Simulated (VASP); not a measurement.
OSZICAR of a VASP run on Dy (hcp):

File OSZICAR:
```
       N       E                     dE             d eps       ncg     rms          rms(c)
DAV:   1     0.614579828005E+02    0.61458E+02   -0.10098E+04  1976   0.147E+03
DAV:   2    -0.817879784455E+01   -0.69637E+02   -0.68288E+02  1991   0.374E+02
DAV:   3    -0.119619297908E+02   -0.37831E+01   -0.35469E+01  2761   0.498E+01
DAV:   4    -0.121096726466E+02   -0.14774E+00   -0.13985E+00  2653   0.994E+00
DAV:   5    -0.121153927682E+02   -0.57201E-02   -0.56893E-02  2890   0.151E+00    0.283E+01
DAV:   6    -0.164213532122E+02   -0.43060E+01   -0.38894E+01  1976   0.736E+02    0.157E+01
DAV:   7    -0.157438434798E+02    0.67751E+00   -0.85923E-01  3424   0.482E+01    0.674E-01
DAV:   8    -0.164328370201E+02   -0.68899E+00   -0.65381E-01  1976   0.112E+01    0.258E-01
DAV:   9    -0.164735064364E+02   -0.40669E-01   -0.15343E-02  2696   0.125E+00    0.259E-01
DAV:  10    -0.164730860086E+02    0.42043E-03   -0.26623E-03  2196   0.498E-01    0.681E-02
DAV:  11    -0.164730125093E+02    0.73499E-04   -0.20106E-03  2156   0.367E-01    0.192E-01
DAV:  12    -0.164751595316E+02   -0.21470E-02   -0.10402E-03  2041   0.318E-01    0.790E-02
DAV:  13    -0.164756666588E+02   -0.50713E-03   -0.14788E-04  2226   0.111E-01    0.704E-03
DAV:  14    -0.164757466844E+02   -0.80026E-04   -0.27509E-05  2351   0.541E-02    0.179E-02
DAV:  15    -0.164757607162E+02   -0.14032E-04   -0.76793E-06  2291   0.288E-02    0.433E-03
DAV:  16    -0.164757669348E+02   -0.62186E-05   -0.55032E-07  2486   0.820E-03    0.752E-04
DAV:  17    -0.164757670802E+02   -0.14537E-06   -0.18358E-07  1886   0.369E-03    0.267E-04
DAV:  18    -0.164757671811E+02   -0.10087E-06   -0.23263E-08  1273   0.179E-03    0.139E-04
DAV:  19    -0.164757671737E+02    0.73062E-08   -0.47912E-09  1218   0.993E-04
   1 F= -.16475767E+02 E0= -.16475428E+02  d E =-.164758E+02
       N       E                     dE             d eps       ncg     rms          rms(c)
DAV:   1    -0.164829742193E+02   -0.72070E-02   -0.28078E-01  1976   0.405E+00    0.338E-01
DAV:   2    -0.164793561044E+02    0.36181E-02   -0.60796E-03  2556   0.837E-01    0.212E-01
DAV:   3    -0.164782622061E+02    0.10939E-02   -0.19360E-03  2391   0.383E-01    0.127E-01
DAV:   4    -0.164781109777E+02    0.15123E-03   -0.42433E-04  2435   0.179E-01    0.396E-02
DAV:   5    -0.164782216038E+02   -0.11063E-03   -0.19906E-04  2001   0.163E-01    0.237E-02
DAV:   6    -0.164782422789E+02   -0.20675E-04   -0.31111E-05  2066   0.540E-02    0.947E-03
DAV:   7    -0.164782478857E+02   -0.56067E-05   -0.10208E-05  2141   0.259E-02    0.455E-03
DAV:   8    -0.164782514175E+02   -0.35319E-05   -0.14971E-06  2226   0.949E-03    0.666E-04
DAV:   9    -0.164782513911E+02    0.26467E-07   -0.37847E-08  1656   0.201E-03
   2 F= -.16478251E+02 E0= -.16478090E+02  d E =-.248422E-02
       N       E                     dE             d eps       ncg     rms          rms(c)
DAV:   1    -0.164817020087E+02   -0.34506E-02   -0.16868E-01  1976   0.314E+00    0.263E-01
DAV:   2    -0.164794769828E+02    0.22250E-02   -0.36755E-03  2541   0.651E-01    0.164E-01
DAV:   3    -0.164788179527E+02    0.65903E-03   -0.11456E-03  2391   0.294E-01    0.102E-01
DAV:   4    -0.164787252600E+02    0.92693E-04   -0.25414E-04  2473   0.138E-01    0.311E-02
DAV:   5    -0.164787914265E+02   -0.66166E-04   -0.11801E-04  1996   0.126E-01    0.183E-02
DAV:   6    -0.164788049639E+02   -0.13537E-04   -0.16066E-05  2041   0.389E-02    0.624E-03
DAV:   7    -0.164788064705E+02   -0.15066E-05   -0.50690E-06  2136   0.180E-02    0.356E-03
DAV:   8    -0.164788087405E+02   -0.22700E-05   -0.87445E-07  2181   0.737E-03    0.511E-04
DAV:   9    -0.164788087204E+02    0.20063E-07   -0.23085E-08  1363   0.175E-03
   3 F= -.16478809E+02 E0= -.16478654E+02  d E =-.304155E-02
```

Q: Which electronic solver shows in the log?

A: It is blocked Davidson (ALGO = Normal, or the opening steps of other solvers). The INCAR had ALGO = Normal.

Q: Can the final energy be trusted as converged?

A: Self-consistency was reached. It stopped with EDIFF = 1E-7, NELM = 100, NSW = 30 and EDIFFG = -0.01 after 3 ionic steps (TPSS meta-GGA, plane waves, VASP's PBE PAW potentials (set 64)). The 4f electrons are frozen in the core of the lanthanide potential, so 4f levels, which can set the real gap, and their magnetism are missing.

The compound is Dy in the hcp structure. This cell is one point of a volume scan, at 0.97 of the reference volume. Symmetry was kept, so distortions that lower it aren't found.
